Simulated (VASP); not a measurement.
Runs of VASP 6.6.1 on P4Pd. The structure is tetragonal, space group P4/mmm (No. 123). Conventional cell: a = 3.878 Å, b = 3.878 Å, c = 7.611 Å, α = 90.00°, β = 90.00°, γ = 90.00°. Around P (site symmetry 4mm) lie 1 P at 1.97 Å. Around P (site symmetry 4/mmm) lie 2 P at 1.97 Å. P (site symmetry 4/mmm) is surrounded by 4 P at 2.74 Å. Pd (site symmetry 4/mmm) is surrounded by 8 P at 3.30 Å. The cell was built by a generator and needn't be a form met in nature.

```tsv
task	level	potentials or basis	spin	U	cell	k mesh	cutoff (eV)	smearing	LDAUTYPE	hund's J	other keys	gap on the mesh (eV)	pressure (GPa)	relaxed volume (Å³/atom)	largest force (eV/Å)
single point	revTPSS+D3	VASP PAW PBE potentials, release 64 (P, Pd)	SOC, no magnetisation	-	volume scaled by 1.04	5 × 5 × 3	520	gaussian 0.1 eV	-	-	ISYM = 1; IMIX = 1; AMIX = 0.2; NBANDS = 34	-	(a)	-	(b)
relaxation of cell and atoms	PBE	VASP PAW PBE potentials, release 64 (P, Pd)	off	-	relaxed	7 × 7 × 4	600	gaussian 0.05 eV	-	-	-	none	0.0	16.76	0.01
single point	PBE+U	VASP PAW PBE potentials, release 64 (P_GW, Pd_GW)	off	Pd d U = 6.2 eV, J = 0.5 eV	as given	7 × 7 × 4	550	fermi-dirac 0.05 eV	1	0.5	-	none	-4.7	-	2.55
relaxation of cell and atoms	RPBE	VASP PAW PBE potentials, release 64 (P, Pd)	off	-	relaxed	7 × 7 × 4	600	gaussian 0.05 eV	-	-	-	none	0.0	17.22	0.01
```

Task: Fill in the values left out.

Result: (a) -3.0; (b) 1.50.

Caveats: the PAW data sets were made with another functional, which shifts forces and pressure a little (some runs); the volume moved by over 15 % at a fixed basis, so the end points are rough (some runs); U without spin polarisation on a metal has little footing (some runs); the U is typed as a test and isn't derived for this compound (some runs); forces of over 1 eV/Å show positions far from the minimum, so gaps and moduli don't describe the material at rest (some runs).

A k mesh can miss the band edges, and rows without SOC leave out spin-orbit coupling on Pd.

A gap of «none» marks a metal or a gap under the smearing width.
